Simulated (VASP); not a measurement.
An input for Ansatz (written as the equivalent of a VASP run, and not itself run):

Ansatz 0.2 input:
```yaml
crystal:
  lattice:
    - [0.0000000, 2.3452793, 2.3452793]
    - [2.3452793, 0.0000000, 2.3452793]
    - [2.3452793, 2.3452793, 0.0000000]
  atoms:
    - { symbol: Li, position: [0.2500000, 0.2500000, 0.2500000] }
    - { symbol: Li, position: [0.7500000, 0.7500000, 0.7500000] }
    - { symbol: O, position: [0.0000000, 0.0000000, 0.0000000] }
kpoints:
  mp_grid: { grid: [8, 8, 8] }
hamiltonian:
  xc: rpbe
  pseudopotentials: { kind: paw }
scf:
  occupations: { method: gaussian, width: 0.05 }
  max_iter: 100
output: { forces: true, stress: true, eigenvalues: true }
```

Q: Translate this input to VASP (INCAR, KPOINTS, POSCAR, choice of POTCAR).

A: One answer among several that fit: 
**INCAR**
```
SYSTEM = Li2O
PREC = Accurate
ENCUT = 520
EDIFF = 1E-7
NELM = 100
ALGO = Normal
LREAL = .FALSE.
LASPH = .TRUE.
ISMEAR = 0
SIGMA = 0.05
GGA = RP
LWAVE = .FALSE.
LCHARG = .FALSE.
ISIF = 2
```

**KPOINTS**
```
Automatic mesh
0
Gamma
8 8 8
0 0 0
```

**POSCAR**
```
Li2O
1
    0.0000000000     2.3452793050     2.3452793050
    2.3452793050     0.0000000000     2.3452793050
    2.3452793050     2.3452793050     0.0000000000
Li O
2 1
Direct
  0.2500000000   0.2500000000   0.2500000000
  0.7500000000   0.7500000000   0.7500000000
  0.0000000000   0.0000000000   0.0000000000
```

POTCAR, in this order: Li_sv O (PBE.64 set). Program: vasp_std.

Limits of the translation: each code has its own PAW files, so the cut-off isn't converted (ENCUT is set for VASP's; basis.ecutwfc is left out, and Ansatz then takes the one that its files recommend); Ansatz stops its SCF on the density residual and VASP on the energy change (EDIFF).

The compound is Li2O in the antifluorite structure. It was relaxed first.
